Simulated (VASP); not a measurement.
Method: vdW-DF2, VASP's PBE PAW potentials (set 64) (plane waves; VASP 6.6.1).

A VASP calculation is set up with these files.

File KPOINTS:
```
Automatic mesh
0
Gamma
9 9 9
0 0 0
```

### INCAR
```
SYSTEM  =  CaO
PREC  =  Accurate; ENCUT  =  520; LREAL  =  .FALSE.
LASPH  =  .TRUE.
EDIFF  =  1E-7; NELM  =  100; ALGO  =  Normal
ISMEAR  =  0; SIGMA  =  0.05
GGA  =  ML; LUSE_VDW  =  .TRUE.; AGGAC  =  0.0
ZAB_VDW  =  -1.8867
ISIF  =  2
LWAVE  =  .FALSE.; LCHARG  =  .FALSE.
```

### POSCAR
```
CaO
1.0
  0.0000000000   2.4920167805   2.4920167805
  2.4920167805   0.0000000000   2.4920167805
  2.4920167805   2.4920167805   0.0000000000
Ca O
1 1
Cartesian
  0.0000000000   0.0000000000   0.0000000000
  2.4920167805   2.4920167805   2.4920167805
```

POTCAR, in this order: Ca_sv O (PBE.64 set). Program: vasp_std.

### Question
What will the output report for the number of irreducible k-points (NKPTS), largest plane-wave count, number of space-group operations, FFT grid (NGX, NGY, NGZ)?

### Answer

```json
{
  "number of irreducible k-points (NKPTS)": "35",
  "largest_plane_wave_count": "869",
  "number_of_space_group_operations": "48",
  "FFT grid (NGX, NGY, NGZ)": "28 × 28 × 28"
}
```

The compound is CaO in the rock salt structure. This cell is one point of a volume scan, at 1.06 of the reference volume.
